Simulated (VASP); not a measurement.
All values below come from LDA (Ceperley-Alder, Perdew-Zunger), VASP's LDA PAW potentials (set 64) (plane waves; VASP).

A VASP calculation is set up with these files.

### INCAR
```
SYSTEM  =  SnO monolayer
PREC  =  Normal; ENCUT  =  500; LREAL  =  .False.
LASPH  =  .True.
EDIFF  =  1E-6; NELM  =  100; NELMIN  =  4
ALGO  =  Normal; LMAXMIX  =  4
ISMEAR  =  0; SIGMA  =  0.05
LWAVE  =  .False.; LCHARG  =  .False.; LORBIT  =  11
LVHAR  =  .True.
```

### KPOINTS
```
Automatic
0
G
  12 12 1
```

File POSCAR:
```
SnO monolayer
1
    3.7469789129     0.0000000000     0.0000000000
    0.0000000000     3.7469789129    -0.0000000000
    0.0000000000     0.0000000000    17.7520723093
Sn O
2 2
Direct
  0.5000000000   0.0000000000   0.4340104272
  0.0000000000   0.5000000000   0.5659895728
  0.5000000000   0.5000000000   0.5000000000
  0.0000000000   0.0000000000   0.5000000000
```

POTCAR, in this order: Sn_d O (LDA.64 set). Program: vasp_std. Read from the step before: WAVECAR.

What VASP printed:

File OSZICAR:
```
       N       E                     dE             d eps       ncg     rms          rms(c)
DAV:   1    -0.252852377700E+02   -0.25285E+02   -0.62339E-03  1440   0.122E+00    0.485E-03
DAV:   2    -0.252852371307E+02    0.63924E-06   -0.21627E-06  1456   0.180E-02    0.297E-03
DAV:   3    -0.252852378723E+02   -0.74163E-06   -0.44242E-07  1128   0.729E-03    0.369E-04
DAV:   4    -0.252852379203E+02   -0.47939E-07   -0.90073E-08   896   0.446E-03
   1 F= -.25285238E+02 E0= -.25285238E+02  d E =-.120620E-10
```

File OUTCAR:
```
------------------------ aborting loop because EDIFF is reached ----------------------------------------
  FORCE on cell =-STRESS in cart. coord.  units (eV):
  Direction    XX          YY          ZZ          XY          YZ          ZX
  --------------------------------------------------------------------------------------
  Total       -0.2750945     -0.2750945     -0.1305581      0.0000000      0.0000000      0.0000000
  in kB       -1.7684020     -1.7684020     -0.8392725      0.0000000      0.0000000      0.0000000
  external PRESSURE =      -1.4586922 kB  Pullay stress =       0.0000000 kB
  volume of cell :      249.24
      direct lattice vectors                 reciprocal lattice vectors
     3.746978913  0.000000000  0.000000000     0.266881673  0.000000000  0.000000000
     0.000000000  3.746978913  0.000000000     0.000000000  0.266881673  0.000000000
     0.000000000  0.000000000 17.752072309     0.000000000  0.000000000  0.056331451
 POSITION                                       TOTAL-FORCE (eV/Angst)
 -----------------------------------------------------------------------------------
      1.87349      0.00000      7.70458         0.000000      0.000000      0.020178
      0.00000      1.87349     10.04749        -0.000000     -0.000000     -0.020178
      1.87349      1.87349      8.87604         0.000000      0.000000      0.000000
      0.00000      0.00000      8.87604         0.000000     -0.000000      0.000000
 -----------------------------------------------------------------------------------
    total drift:                               -0.000000     -0.000000      0.000000
  FREE ENERGIE OF THE ION-ELECTRON SYSTEM (eV)
  ---------------------------------------------------
  free  energy   TOTEN  =       -25.2852379203 eV

  energy  without entropy=      -25.2852379203  energy(sigma->0) =      -25.28523792

 total charge

# of ion       s       p       d       tot
------------------------------------------
    1        1.282   0.814  10.072  12.169
    2        1.282   0.814  10.072  12.169
    3        1.568   3.435   0.000   5.003
    4        1.568   3.435   0.000   5.003
--------------------------------------------------
tot          5.700   8.499  20.145  34.344
```
(Selected blocks of OUTCAR.)

The cell is a sheet with vacuum, built from SnO (litharge).
